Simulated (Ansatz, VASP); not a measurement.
# W2N in two plane-wave programs, part 2 of 2

One calculation is typed for both programs; each brings its own data sets. How far apart do they land? The cell is taken from a series of runs on this material, whose earlier steps may have relaxed, scaled, displaced or heated it; both programs get it as it stands.

VASP 6.6.1 and Ansatz 0.2.0.

So far: The starting structure; VASP: zone-centre phonons, PBE.

## 3. Ansatz: zone-centre phonons, PBE

Level of this step: Ansatz beside VASP: Kohn-Sham DFT, plane waves, PBE (Ansatz).

Ansatz runs on its PAW soft_1 files.

The same cell, functional, mesh and smearing now go to Ansatz, which takes its cutoff from its data sets.

input.yaml reads:

```yaml
crystal:
  lattice:
    - [2.7796736243, 0.0, 0.0]
    - [-1.3898368121, 2.5035586917, 0.0]
    - [0.0, 0.0, 29.6237063742]
  atoms:
    - { symbol: "N", position: [0.0, 0.0, 0.3375674831] }
    - { symbol: W, position: [0.3256368641, 0.6512737281, 0.3849607716] }
    - { symbol: W, position: [0.6743631359, 0.3487262719, 0.2901741946] }
  periodic: [true, true, false]
kpoints:
  mp_grid: { grid: [18, 18, 1] }
hamiltonian:
  xc: pbe
  pseudopotentials: { kind: paw, azcp: { folder: soft_1 } }
scf:
  occupations: { method: methfessel_paxton, width: 0.2 }
output:
  eigenvalues: true
phonons:
  method: dfpt
```

On the command line:

```
> ansatz run input.yaml --threads 4 --pin off --max-ram 16384MiB --backend cpu --events-out ev --progress --plain --runs-dir out
```

Numbers of over 12 decimals in the logs are rounded to 6 here.

The program printed:

```text
Warning: crystal.symmetry: narrowed to the stabiliser of the run's FFT grids — unitary ops 4 → 2. A phonons.method: dfpt run fills in the rows of the dynamical matrix that it does not solve by its symmetry operations, which is exact only for operations that map its FFT grids onto themselves: filled in by any other, the frequencies could depend on the order in which like atoms are typed, or, by more than the grids' own error, on where the crystal sits among the grids' points. Excluded: 2 operations. The run can therefore solve more perturbations, solve them on more k-points, or both, and cost more. [rest of the remark cut]
Engine: ansatz 0.2.0, aarch64-unknown-linux-gnu
Pseudopotentials: kind: paw
Pseudopotential: N, paw, valence charge 5, recommended cutoff 420 eV (normal), soft_1/N.paw.azcp
Pseudopotential: W, paw, valence charge 14, recommended cutoff 420 eV (normal), soft_1/W.paw.azcp
Functional definition: PBE
  parameter kappa = 0.804
  parameter beta = 0.066725
  exchange = pbe_x(kappa = kappa, mu = beta*pi^2/3)
  correlation = pbe_c(beta = beta)
Crystal: 3 atoms, lattice volume = 206.154 Å³
Basis set: ecut = 420 eV, 4055 PW (Γ), exchange–correlation on 40×40×400 points (8 copies of the dense FFT grid, shifted against one another)
Bands: 21, of which v1, the nominal top of the filled ones, is band 17 counted from 1 (16 counted from 0)
Symmetry: 4 space group operations
k-points: 91 of 324 (irreducible under 2 space group operations, time reversal used)
Non-local potential: N, projectors of the file, l = 0: 2, l = 1: 2, l = 2: 1
Non-local potential: W, projectors of the file, l = 0: 3, l = 1: 2, l = 2: 2, l = 3: 1
PAW form: soft (Blöchl's): semilocal exchange-correlation on the pseudo side does not see the compensation charge
PAW one-centre angular grid: N, 110 points (default); XC on 64 Gauss nodes
PAW one-centre angular grid: W, 590 points (default); XC on 64 Gauss nodes
Initial density: superposition of atomic densities (neutral atoms: chi_scale 0, normalization atom)
Initial wavefunctions: pseudopotential atomic-orbital guess
Functional: x = pbe(κ = 0.804, μ = 0.219515), c = pbe(β = 0.066725)
SCF iter   1: F=—  HF=-21154.782783 eV  |F-HF|=—  |Δ(HF+E_count)|=         —  Δρ=5.37e-2  dr2=8.10e0  ethr=3.10e-3  ⟨swp⟩=11.6  Hψ=15675  notcnv=0
preconditioner: auto → LDOS  [metal: Δε(μ)=0.013 eV  Ē_g=8.236 eV  σ=0.200 eV  W_gap=0.06  n_scr=18 (ndim 8)  ℏωp=10.7 eV  f_vac=0.739  D(μ)=2.07/eV (n_scr^D=12)  β→1.0]
SCF iter   2: F=—  HF=-21153.163710 eV  |F-HF|=—  |Δ(HF+E_count)|=    1.62e0  S|Δr|=    0.00e0  Δρ=2.81e-2  dr2=1.27e0  ethr=3.10e-3  ⟨swp⟩=11.6  Hψ=24246  notcnv=0
automatic band count: the SCF goes on with 25 bands, as 21 were too few: they end inside the smearing window of the response
SCF iter   3: F=—  HF=-21152.896151 eV  |F-HF|=—  |Δ(HF+E_count)|=   2.68e-1  S|Δr|=    0.00e0  Δρ=3.74e-3  dr2=3.03e-2  ethr=3.10e-3  ⟨swp⟩=3.3  Hψ=5487  notcnv=0  defer=176
SCF iter   4: F=—  HF=-21152.903178 eV  |F-HF|=—  |Δ(HF+E_count)|=   7.03e-3  S|Δr|=    0.00e0  Δρ=1.55e-3  dr2=7.69e-3  ethr=9.17e-5  ⟨swp⟩=3.2  Hψ=4361  notcnv=0  defer=176
SCF iter   5: F=—  HF=-21152.901280 eV  |F-HF|=—  |Δ(HF+E_count)|=   1.90e-3  S|Δr|=    0.00e0  Δρ=5.55e-4  dr2=3.25e-4  ethr=2.33e-5  ⟨swp⟩=4.1  Hψ=4834  notcnv=0  defer=176
SCF iter   6: F=—  HF=-21152.901407 eV  |F-HF|=—  |Δ(HF+E_count)|=   1.27e-4  S|Δr|=    0.00e0  Δρ=2.65e-4  dr2=1.25e-4  ethr=9.85e-7  ⟨swp⟩=3.3  Hψ=4566  notcnv=0  defer=176
SCF iter   7: F=—  HF=-21152.901377 eV  |F-HF|=—  |Δ(HF+E_count)|=   3.07e-5  S|Δr|=    0.00e0  Δρ=9.19e-5  dr2=1.27e-5  ethr=3.79e-7  ⟨swp⟩=4.1  Hψ=4591  notcnv=0  defer=176
SCF iter   8: F=—  HF=-21152.901375 eV  |F-HF|=—  |Δ(HF+E_count)|=   1.70e-6  S|Δr|=    0.00e0  Δρ=1.77e-5  dr2=1.02e-6  ethr=3.86e-8  ⟨swp⟩=3.6  Hψ=4577  notcnv=0  defer=176
SCF iter   9: F=—  HF=-21152.901348 eV  |F-HF|=—  |Δ(HF+E_count)|=   2.69e-5  S|Δr|=    0.00e0  Δρ=3.86e-6  dr2=2.24e-8  ethr=3.09e-9  ⟨swp⟩=4.1  Hψ=5238  notcnv=0  defer=175
SCF iter  10: F=—  HF=-21152.901348 eV  |F-HF|=—  |Δ(HF+E_count)|=  1.82e-10  S|Δr|=    0.00e0  Δρ=7.56e-7  dr2=1.19e-9  ethr=6.79e-11  ⟨swp⟩=4.3  Hψ=5508  notcnv=0  defer=175
SCF iter  11: F=—  HF=-21152.901348 eV  |F-HF|=—  |Δ(HF+E_count)|=   3.44e-9  S|Δr|=    0.00e0  Δρ=1.34e-7  dr2=2.50e-11  ethr=3.59e-12  ⟨swp⟩=3.9  Hψ=5184  notcnv=0  defer=175
SCF iter  12: F=-21152.901348 eV  HF=-21152.901348 eV  |F-HF|=7.64e-11  |Δ(HF+E_count)|=  2.22e-10  S|Δr|=    0.00e0  Δρ=1.97e-8  dr2=6.30e-13  ethr=1.00e-12  ⟨swp⟩=26.1  Hψ=20872  notcnv=0
SCF 1 converged in 12 iterations: F = -21152.901348 eV  dr2 = 6.30e-13
  greatest PAW one-centre occupation: 0.999 electrons in one spin orbital (limit 2), on the W atom at site 2 (counted from 0), in its partial waves of l = 0
DFPT response loops at Γ: preconditioner auto → none (partly filled bands, converged f_vac=0.744); β = 0.50; Broyden in place of MSR1
SCF converged after 12 iterations
Stability not checked: this state was not tested for a lower state beside it, because cold or Methfessel-Paxton smearing, or corrected tetrahedra, fill the levels in a way that the test cannot read (fill_not_monotonic; see scf.lower_state_search)
Free energy (F): -21152.901348 eV
Harris-Foulkes:  -21152.901348 eV  (|F-HF|=7.64e-11)
Internal energy: -21152.903331 eV  (E = F + TS)
E sigma→0 (E₀):  -21152.901844 eV
Entropy (-TS):   0.001983 eV (0.661 meV/atom)
Fermi energy:    -5.212026 eV
Step filling:    the computed levels leave a gap of 0.0020 eV = 0.0 smearing widths at the electron count; against every level under it full and every level over it empty, smearing changes F+E_penalty+E_count by +0.939 meV and its σ→0 estimate by +0.443 meV
--- Per-component energies (eV) ---
  E_band       = -1034.215621
  E_kinetic    = 967.541671
  E_local      = -83747.252670  (includes V_loc(G=0)·N_el)
  E_nonlocal   = -15.312567
  E_hartree    = 41318.901467
  E_xc         = -590.987526
  E_vxc        = -532.998357  (∫ρ·V_xc dr)
  E_paw        = -17283.120046  (= ΣΔE_a)
  E_vpaw       = -343.997671  (= ΣTr[D̂ρ^β])
  E_aug_tail   = 0.001123  (compensation charges beyond the density's cutoff)
  E_ewald      = 38197.325216
  E_smearing   = 0.001983  (= −TS)
  E_closure    = -0.000000  (closes the sum)
  Σ components = -21152.901348   (vs F -21152.901348, Δ=0.00e0)
--- Band table (eV; the first three rows and the last of 91) ---
  k-point 0: bands = [... 13 lower, -6.8588, -6.6779, -6.5306, -6.0161, -5.9102, -4.9602, -4.1734, -4.1044, ... 4 higher]
  k-point 1: bands = [... 13 lower, -7.0866, -6.6738, -6.5931, -5.8711, -5.8077, -5.1269, -4.3202, -3.7550, ... 4 higher]
  k-point 2: bands = [... 13 lower, -7.5950, -6.8536, -6.4783, -5.6609, -5.5049, -5.3076, -4.4331, -3.4791, ... 4 higher]
  k-point 90: bands = [... 13 lower, -7.3390, -7.0359, -6.5000, -4.9603, -4.0326, -3.5981, -2.1968, -2.0495, ... 4 higher]
  ° read free of the cell's end (the report's vacuum.weakly_bound_levels)
--- Phonons (Γ-DFPT): 9 representative perturbations + reference, on 91 of 324 k-points (Σ response iterations 47) ---
  ASR residual: 5.706e-5 → 0.000e0 eV/Å²; symmetrization residual: 1.065e-5 eV/Å²
  The last average, over the group as it would stand without the narrowing to the FFT grids, took up to 9.871e-7 eV/Å² of the zone centre's force constants
  ASR residual per site (eV/Å²): 4.00e-5 5.51e-5 5.71e-5
  Γ frequencies (cm⁻¹): 0.00 0.00 0.00 74.40 90.48 137.94 213.67 313.33 596.70
  non-analytic LO–TO correction: not included (Born effective charges unavailable; polar crystals: no LO–TO splitting at Γ)
```

The column dr2 measures how far the density is from self-consistency, as an energy; F and HF (Harris–Foulkes) agree once it is small.

## 4. Differences

Known differences besides the potentials themselves: Ansatz cuts the interaction across the vacuum, VASP repeats the sheet without a dipole correction; the data sets hold 33 valence electrons in Ansatz (on its PAW soft_1 files) and 17 in VASP; the cutoff is 420 eV in Ansatz and 600 eV in VASP. Total energies have different zeros and are not compared.

The two programs side by side:

```tsv
quantity	Ansatz	VASP	difference
optical mode 1 (cm⁻¹)	74.4	76.5	-2.78 %
optical mode 2 (cm⁻¹)	90.5	92.5	-2.15 %
optical mode 3 (cm⁻¹)	137.9	139.5	-1.15 %
optical mode 4 (cm⁻¹)	213.7	230.9	-7.45 %
optical mode 5 (cm⁻¹)	313.3	327.5	-4.32 %
optical mode 6 (cm⁻¹)	596.7	611.3	-2.38 %
```

Modes are paired by rising frequency, not by their patterns, so a pair may set unlike modes beside each other; they are those without the splitting of longitudinal modes. Where the cell holds vacuum, a pressure given here is an average over it and none of the material.

## 5. What the set-up changes

Further runs change the set-up of one program: Ansatz's method, potentials or start, or VASP's data sets, cutoff or form of LDA. The table gives Ansatz less VASP for each quantity, since a change that brings one quantity closer may part another.

```tsv
run	optical mode 1 (%)	optical mode 2 (%)	optical mode 3 (%)	optical mode 4 (%)	optical mode 5 (%)	optical mode 6 (%)
as above	-2.8	-2.1	-1.2	-7.5	-4.3	-2.4
VASP with the data sets N and W_sv	-1.1	-0.65	-0.94	-4.0	-3.0	-0.97
```

## 6. What came out

```json
{"r.m.s. difference of the optical zone-centre modes, each program's sorted by frequency (zone-centre phonons, PBE)": "11 cm⁻¹", "difference in optical mode 4 (zone-centre phonons, PBE)": "-7.5 %"}
```

**Reading.** The r.m.s. difference of the optical zone-centre modes, each program's sorted by frequency is 11 cm⁻¹ (zone-centre phonons, PBE). The data sets hold unlike numbers of valence electrons (33 in Ansatz and 17 in VASP), so part of the differences may come from the potentials. Among the rows given in per cent, the largest difference of the zone-centre phonons, PBE pair is in optical mode 4, -7.5 %. Zone-centre phonons, PBE, VASP with the data sets N and W_sv: the difference in optical mode 1 goes from -2.8 to -1.1 %; the difference in optical mode 2 goes from -2.1 to -0.65 %; the difference in optical mode 4 goes from -7.5 to -4.0 %; the difference in optical mode 5 goes from -4.3 to -3.0 %; the difference in optical mode 6 goes from -2.4 to -0.97 %. How closely two codes agree says nothing of how well the functional describes the real material.

[Lines on the potential files, build, host, timing and source positions are cut from VASP's logs without a mark.]

[Logs are printed without paths, hosts, clocks, repeated set-up lines and the standing remarks that a program may print on its own settings, such as how far it seeks lower states.]

[Hosts, paths, dates, database ids (printed as entryN), source tags and the programs' standing remarks are cut or masked in the printed files.]
